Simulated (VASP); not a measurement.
A convergence study with VASP on Ca (space group Fm-3m): one setting is varied, all else stays as given below, so the limit is that of these other settings.

```yaml
crystal:
  lattice:
    - [0.00000, 2.79837, 2.79837]
    - [2.79837, 0.00000, 2.79837]
    - [2.79837, 2.79837, 0.00000]
  atoms:
    - { symbol: Ca, position: [0.00000, 0.00000, 0.00000] }
```

The numbers are results of PBEsol GGA, VASP's PBE PAW potentials (set 64) (plane waves; VASP), not measurements. The tightest run used: 720 eV cut-off, 10×10×10 Γ-centred mesh, Gaussian smearing of 0.10 eV, potentials Ca_sv.

Question: The settings run are ENCUT = 105; ENCUT = 120; ENCUT = 135; ENCUT = 150; ENCUT = 165; ENCUT = 180; ENCUT = 210; ENCUT = 240; ENCUT = 270; ENCUT = 330; ENCUT = 360; ENCUT = 405; ENCUT = 450; ENCUT = 525; ENCUT = 600; ENCUT = 720. From which on does the energy per atom stay within 0.005 eV/atom of the tightest run?

Answer: From ENCUT = 330 on: it is off by 0.0040 there and by no more than 0.005 in any finer run, while ENCUT = 270 is off by 0.0102.
```tsv
setting	E (eV/atom)	pressure (GPa)	plane waves	difference judged (eV/atom)
ENCUT = 105	-0.7837	-196.99	115	1.3390
ENCUT = 120	-2.7521	-107.84	138	0.6293
ENCUT = 135	-3.2306	-56.46	169	1.1078
ENCUT = 150	-2.7712	-30.35	194	0.6485
ENCUT = 165	-2.5104	-16.51	222	0.3876
ENCUT = 180	-2.3591	-9.30	259	0.2363
ENCUT = 210	-2.1956	-3.27	318	0.0728
ENCUT = 240	-2.1422	-1.79	378	0.0194
ENCUT = 270	-2.1330	-1.42	459	0.0102
ENCUT = 330	-2.1267	-1.31	610	0.0040
ENCUT = 360	-2.1244	-1.27	700	0.0016
ENCUT = 405	-2.1227	-1.24	869	0.0001
ENCUT = 450	-2.1223	-1.24	962	0.0005
ENCUT = 525	-2.1228	-1.24	1243	0.0000
ENCUT = 600	-2.1229	-1.22	1476	0.0001
ENCUT = 720	-2.1228	-1.22	1937	0.0000
```

Left out are rungs that failed or repeat a setting and relaxations that didn't move; long series are thinned to 24 rows.

The structure is a typed Ca crystal (space group no. 225). The cell was not relaxed at this level.
